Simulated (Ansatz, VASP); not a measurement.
# Ga2O3 in two plane-wave programs, part 2 of 2

Aim: how closely do two programs agree when they are given the same cell, functional and k mesh? The cell is taken from a series of runs on this material, whose earlier steps may have relaxed, scaled, displaced or heated it; both programs get it as it stands. Other levels of theory on this material are compared in a session of their own.

VASP 6.6.1 and Ansatz 0.2.0.

So far. Step 2 (VASP: single point, PBE): The run ends at a pressure of 28.85 GPa, with forces up to 0.29 eV/Å.

## 5. VASP: single point, PBE with D3(BJ)

Level of this step: PBE with D3(BJ); plane waves and PAW (Ga_d, O) (VASP).

A single point gives forces, pressure and levels at one fixed geometry, so differences don't come from the geometry; what else differs is listed under the comparison.

Contents of INCAR:

```
SYSTEM = Ga2O3
PREC = Accurate
ENCUT = 520
EDIFF = 1E-06
NELM = 120
ISMEAR = 0
SIGMA = 0.01
LREAL = .FALSE.
ALGO = Normal
GGA = PE
IVDW = 12
NBANDS = 54
LORBIT = 11
LWAVE = .FALSE.
LCHARG = .FALSE.
ISIF = 2
LASPH = .TRUE.
GGA_COMPAT = .FALSE.
EFERMI = MIDGAP
KPAR = 2
```

Contents of POSCAR:

```
Ga2O3
1.0
    5.9395999617     -1.4769247621      0.0000000000
    5.9395999617      1.4769247621      0.0000000000
   -1.3479973174      0.0000000000      5.4756835920
Ga O
4 6
Direct
    0.0925999429      0.0925999429      0.7966232175
    0.9074000571      0.9074000571      0.2033767825
    0.6602556213      0.6602556213      0.3126433584
    0.3397443787      0.3397443787      0.6873566416
    0.1743389585      0.1743389585      0.1086025894
    0.8256610415      0.8256610415      0.8913974106
    0.1705344181      0.1705344181      0.5562178271
    0.8294655819      0.8294655819      0.4437821729
    0.4973249536      0.4973249536      0.2498895197
    0.5026750464      0.5026750464      0.7501104803
```

Contents of KPOINTS:

```
Automatic mesh
0
Gamma
8 8 4
0 0 0
```

PAW data sets: Ga_d and O (PBE family, release 64).

On the command line:

```
$ mpirun -np 2 vasp_std
```

Numbers of over 12 decimals in the logs are rounded to 6 here.

The program printed:

```text
[... set-up lines as in an earlier step ...]
 entering main loop
       N       E                     dE             d eps       ncg     rms          rms(c)
[... 15 cycles as in an earlier step ...]
   1 F= -.60756684E+02 E0= -.60756684E+02  d E =0.000000E+00
```

OUTCAR, selected parts (step 5):

```text
 Edisp (eV)   -2.18305

  Total      14.04128    15.65996    15.52382     0.00000     0.00000     0.04609
  in kB     234.17119   261.16648   258.89590     0.00000     0.00000     0.76873
  external pressure =      251.41 kB  Pullay stress =        0.00 kB

 POSITION                                       TOTAL-FORCE (eV/Angst)
 -----------------------------------------------------------------------------------
      0.02617      0.00000      4.36206         0.004845      0.000000      0.020048
     10.50504      0.00000      1.11363        -0.004845      0.000000     -0.020048
      7.42187      0.00000      1.71194        -0.057720      0.000000     -0.045309
      3.10934      0.00000      3.76375         0.057720      0.000000      0.045309
      1.92461      0.00000      0.59467         0.286750      0.000000      0.003173
      8.60659      0.00000      4.88101        -0.286750      0.000000     -0.003173
      1.27603      0.00000      3.04567        -0.035895      0.000000     -0.039265
      9.25517      0.00000      2.43001         0.035895      0.000000      0.039265
      5.57097      0.00000      1.36832         0.073598      0.000000      0.057157
      4.96023      0.00000      4.10737        -0.073598      0.000000     -0.057157
 -----------------------------------------------------------------------------------
    total drift:                                0.000000      0.000000      0.000000

  FREE ENERGIE OF THE ION-ELECTRON SYSTEM (eV)
  ---------------------------------------------------
  free  energy   TOTEN  =       -60.7566840458 eV

  energy  without entropy=      -60.7566840458  energy(sigma->0) =      -60.75668405

[... 2 parts as in an earlier step ...]

[... 1 further part left out ...]
[key lines of the parts left out:]
E-fermi :   6.3182
```

The run ends at a pressure of 25.14 GPa, with forces up to 0.29 eV/Å.

## 6. Ansatz: single point, PBE with D3(BJ)

The same cell, functional and mesh now go to Ansatz, which takes its cutoff from its data sets.

The cell is taken from a series of runs on this material, whose earlier steps may have relaxed, scaled, displaced or heated it; both programs get it as it stands.

Contents of input.yaml:

```yaml
crystal:
  lattice:
    - [5.9395999617, -1.4769247621, 0.0]
    - [5.9395999617, 1.4769247621, 0.0]
    - [-1.3479973174, 0.0, 5.475683592]
  atoms:
    - { symbol: Ga, position: [0.0925999429, 0.0925999429, 0.7966232175] }
    - { symbol: Ga, position: [0.9074000571, 0.9074000571, 0.2033767825] }
    - { symbol: Ga, position: [0.6602556213, 0.6602556213, 0.3126433584] }
    - { symbol: Ga, position: [0.3397443787, 0.3397443787, 0.6873566416] }
    - { symbol: O, position: [0.1743389585, 0.1743389585, 0.1086025894] }
    - { symbol: O, position: [0.8256610415, 0.8256610415, 0.8913974106] }
    - { symbol: O, position: [0.1705344181, 0.1705344181, 0.5562178271] }
    - { symbol: O, position: [0.8294655819, 0.8294655819, 0.4437821729] }
    - { symbol: O, position: [0.4973249536, 0.4973249536, 0.2498895197] }
    - { symbol: O, position: [0.5026750464, 0.5026750464, 0.7501104803] }
kpoints:
  mp_grid: { grid: [8, 8, 4] }
hamiltonian:
  xc: pbe
  pseudopotentials: { kind: paw, source: ansatz }
  dispersion: d3bj
scf:
  occupations: { method: fixed }
  n_extra_bands: 7
  lower_state_search: "off"
  convergence: { dr2_threshold: 1.0e-09 }
output:
  eigenvalues: true
```

On the command line:

```
$ ansatz run input.yaml --threads 16 --pin off --max-ram 73728MiB --backend cpu --events-out ev --progress --plain --runs-dir out
```

The program printed:

```text
[...]
Crystal: 10 atoms, lattice volume = 96.069 Å³
Basis set: ecut = 1020 eV, 7109 PW (Γ), FFT grids on a1−a2, a2, a3
Bands: 67, of which v1, the nominal top of the filled ones, is band 60 counted from 1 (59 counted from 0)
Symmetry: 4 space group operations
[...]
k-points: 78 of 256
[...]
--- Band table (eV; the first three rows and the last of 78) ---
  k-point 0: bands = [... 56 lower, 10.1526, 10.2614, 10.5138, 10.8053, 13.8953, 17.0484, 18.0094, 18.3800, ... 3 higher]
  k-point 1: bands = [... 56 lower, 10.1190, 10.1954, 10.3348, 10.5351, 14.7969, 17.2459, 18.1356, 18.3169, ... 3 higher]
  k-point 2: bands = [... 56 lower, 9.8817, 10.1362, 10.4180, 10.4834, 16.2773, 16.3237, 18.3854, 18.6055, ... 3 higher]
  k-point 77: bands = [... 56 lower, 10.0893, 10.2662, 10.3230, 10.7613, 16.6827, 16.7210, 17.8525, 18.0575, ... 3 higher]
[key lines of the parts left out:]
SCF converged after 12 iterations
Free energy (F): -37065.232581 eV
Fermi energy:    10.811201 eV
```

## 7. Comparison

What differs besides the data sets and the points named for the pairs above, as far as they apply: the data sets hold 120 valence electrons in Ansatz (on PAW files that the input asks for by source) and 88 in VASP. Total energies have different zeros and are not compared.

Both answers:

```tsv
quantity	Ansatz	VASP	difference
gap on the k mesh (eV)	3.084	3.059	+0.025
```

A gap on the mesh is an upper bound, since the band edges may lie between its points.

## 8. What came out

| Item | Value |
| --- | --- |
| difference in gap on the k mesh (single point, PBE) | 0.025 eV |
| difference in gap on the k mesh (single point, PBE with D3(BJ)) | 0.025 eV |

In words: The difference in gap on the k mesh is 0.025 eV (single point, PBE), within the 0.08 eV picked in this series as the mark of a large difference. The data sets hold unlike numbers of valence electrons (120 in Ansatz and 88 in VASP), so part of the differences comes from the potentials. 6 further runs of this series are not shown here. How closely two codes agree says nothing of how well the functional describes the real material.

[Lines on the potential files, build, host, timing and source positions are cut from VASP's logs without a mark.]

[Logs are printed without paths, hosts, clocks, repeated set-up lines and the standing remarks that a program may print on its own settings, such as how far it seeks lower states.]

[Hosts, paths, dates, database ids (printed as entryN), source tags and the programs' standing remarks are cut or masked in the printed files.]
